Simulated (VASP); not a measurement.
VASP input:

**KPOINTS**
```
Automatic
0
gamma
12 12 7
0 0 0
```

### POSCAR
```
Zr
1
    1.6150000000    -2.7972620000     0.0000000000
    1.6150000000     2.7972620000     0.0000000000
    0.0000000000     0.0000000000     5.1500000000
Zr
2
Direct
  0.3333330000   0.6666670000   0.2500000000
  0.6666670000   0.3333330000   0.7500000000
```

INCAR:
```
NSW = 60
ISMEAR = 1
LASPH = .TRUE.
GGA = 91
PREC = Accurate
LCHARG = .FALSE.
EDIFFG = -0.01   ! ionic stop
LMAXMIX = 4
LREAL = .FALSE.   ! projection in real space or not
NELM = 100
ISIF = 3   ! ions, shape and volume
IBRION = 2   ! conjugate gradients
SYSTEM = Zr
SIGMA = 0.1   ! width (eV)
LWAVE = .FALSE.
ALGO = Normal   ! blocked Davidson
ENCUT = 520
EDIFF = 1E-6
```

POTCAR, in this order: Zr_sv (PBE.64 set). Program: vasp_std.

Task: Write an equivalent input for Quantum ESPRESSO's pw.x.

Result: One equivalent input (not run):
```
&CONTROL
  calculation = 'vc-relax'
  pseudo_dir = './pseudo'
  outdir = './out'
  tprnfor = .true.
  tstress = .true.
  nstep = 60
  forc_conv_thr = 0.00039
/
&SYSTEM
  ibrav = 0
  nat = 2
  ntyp = 1
  ecutwfc = 66
  occupations = 'smearing'
  smearing = 'methfessel-paxton'
  degauss = 0.00735
  input_dft = 'pw91'
/
&ELECTRONS
  conv_thr = 7.3e-08
  electron_maxstep = 100
/
&IONS
/
&CELL
/
ATOMIC_SPECIES
  Zr 91.224 Zr.upf
CELL_PARAMETERS angstrom
     1.6150000   -2.7972620    0.0000000
     1.6150000    2.7972620    0.0000000
     0.0000000    0.0000000    5.1500000
ATOMIC_POSITIONS crystal
  Zr   0.3333330  0.6666670  0.2500000
  Zr   0.6666670  0.3333330  0.7500000
K_POINTS automatic
  12 12 7 0 0 0
```
The two are equivalent in intent, not identical: the potentials are each code's own (VASP's PAW set, PseudoDojo norm-conserving files in pw.x), so ENCUT and ecutwfc are chosen apart and not converted; conv_thr bounds pw.x's estimated SCF error, while EDIFF bounds the energy change between steps; forc_conv_thr acts on force components and is met together with etot_conv_thr.

The compound is Zr in the hcp structure. This run relaxes it. Symmetry was kept, so distortions that lower it aren't found.
